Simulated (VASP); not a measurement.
```xyz
2
Lattice="2.9531 0.0000 0.0000 0.0000 2.9531 0.0000 0.0000 0.0000 2.9531" Properties=species:S:1:pos:R:3 pbc="T T T"
Ti     0.0000     0.0000     0.0000
Co     1.4766     1.4766     1.4766
```

All values below come from r2SCAN meta-GGA, VASP's PBE PAW potentials (set 64) (plane waves; VASP 6.6.1). Numerical set-up: 520 eV cut-off, 14×14×14 Γ-centred mesh, tetrahedra with Blöchl corrections, potentials Ti_sv Co.

Task: Estimate the energy per atom (σ→0), band gap (over mesh and band path) with the smallest direct gap where there is one.

Result: 
```json
{
  "band gap (over mesh and band path)": "none (metal, semimetal or under 0.01 eV)",
  "energy per atom (σ→0)": "-13.357 eV/atom"
}
```

The absolute energy has meaning only against runs of the same code, potentials and settings.

The compound is TiCo in the CsCl type structure. It was relaxed first. The run is not spin-polarised, so no magnetic state was tried. The electron count is odd and the run is not spin-polarised, which forces a metal.
